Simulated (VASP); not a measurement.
These are PBEsol GGA, VASP's PBE PAW potentials (set 64) (plane waves; VASP 6.6.1) values and carry that method's errors.

Input for VASP

**KPOINTS**
```
Regular mesh
0
gamma
12 12 1
0 0 0
```

**POSCAR**
```
Pd(111) slab
2.7396220
  0.9999999271   0.0000000000   0.0000000000
 -0.5000001453   0.8660255418   0.0000000000
  0.0000000000   0.0000000000   9.5357492837
Pd
5
Cartesian
  0.5000004030   0.2886748919   3.1347519693
 -0.0000006212   0.5773506499   3.9532532083
  0.9999999271   0.0000000000   4.7678746418
  0.5000004030   0.2886748919   5.5824960753
 -0.0000006212   0.5773506499   6.4009973144
```

INCAR:
```
SIGMA = 0.1
IDIPOL = 3
ENCUT = 400
DIPOL = 0.5 0.5 0.5
ALGO = Normal
EDIFF = 1E-6
LASPH = .True.
NELM = 100
GGA = PS
NELMIN = 4
PREC = Normal
LVHAR = .True.
LORBIT = 11   # lm-projected
LWAVE = .False.
SYSTEM = Pd(111) slab
LDIPOL = .True.
LMAXMIX = 4   # l cut-off of mixed one-centre charges
LCHARG = .False.
ISMEAR = 1
LREAL = .False.   # projection in real space or not
```

POTCAR, in this order: Pd (PBE.64 set). Program: vasp_std. Read from the step before: WAVECAR.

Output

OSZICAR:
```
       N       E                     dE             d eps       ncg     rms          rms(c)
DAV:   1    -0.284400583602E+02   -0.28440E+02   -0.16967E-02  1356   0.101E+00    0.748E-01
DAV:   2    -0.286565605019E+02   -0.21650E+00   -0.85891E-01  1358   0.858E+00    0.439E+00
DAV:   3    -0.284365409322E+02    0.22002E+00   -0.41592E-01  1394   0.687E+00    0.671E-01
DAV:   4    -0.284354200392E+02    0.11209E-02   -0.13491E-02  1262   0.886E-01    0.291E-01
DAV:   5    -0.284349953709E+02    0.42467E-03   -0.15835E-03  1336   0.304E-01    0.654E-02
DAV:   6    -0.284350336516E+02   -0.38281E-04   -0.16203E-04  1270   0.932E-02    0.210E-02
DAV:   7    -0.284350481011E+02   -0.14449E-04   -0.85700E-06  1210   0.284E-02    0.196E-02
DAV:   8    -0.284350485133E+02   -0.41227E-06   -0.31253E-06   720   0.143E-02
   1 F= -.28435049E+02 E0= -.28432565E+02  d E =-.744933E-02
```

### OUTCAR
```
------------------------ aborting loop because EDIFF is reached ----------------------------------------
  FORCE on cell =-STRESS in cart. coord.  units (eV):
  Direction    XX          YY          ZZ          XY          YZ          ZX
  --------------------------------------------------------------------------------------
  Total       -2.7525486     -2.7525499     -0.5601024      0.0000006      0.0000000     -0.0000000
  in kB      -25.9709688    -25.9709808     -5.2847034      0.0000055      0.0000000     -0.0000000
  external PRESSURE =     -19.0755510 kB  Pullay stress =       0.0000000 kB
  volume of cell :      169.81
      direct lattice vectors                 reciprocal lattice vectors
     2.739621800  0.000000000  0.000000000     0.365013886  0.210740893  0.000000000
    -1.369811398  2.372582627  0.000000000     0.000000000  0.421481633  0.000000000
     0.000000000  0.000000000 26.124348524     0.000000000  0.000000000  0.038278467
 POSITION                                       TOTAL-FORCE (eV/Angst)
 -----------------------------------------------------------------------------------
      1.36981      0.79086      8.58804         0.000000     -0.000000      0.025867
     -0.00000      1.58172     10.83042         0.000000     -0.000000      0.024020
      0.00000      0.00000     13.06217        -0.000000      0.000000      0.000000
      1.36981      0.79086     15.29393        -0.000000      0.000000     -0.024020
     -0.00000      1.58172     17.53631         0.000000      0.000000     -0.025867
 -----------------------------------------------------------------------------------
    total drift:                                0.000000      0.000000      0.000000
  FREE ENERGIE OF THE ION-ELECTRON SYSTEM (eV)
  ---------------------------------------------------
  free  energy   TOTEN  =       -28.4350485133 eV

  energy  without entropy=      -28.4275991837  energy(sigma->0) =      -28.43256540

 total charge

# of ion       s       p       d       tot
------------------------------------------
    1        0.469   0.368   8.481   9.318
    2        0.485   0.498   8.457   9.440
    3        0.491   0.503   8.462   9.456
    4        0.485   0.498   8.457   9.440
    5        0.469   0.368   8.481   9.318
--------------------------------------------------
tot          2.399   2.234  42.339  46.972
```
(Selected blocks of OUTCAR.)

The cell is a thin slab with vacuum, built from Pd (fcc): (111) face.
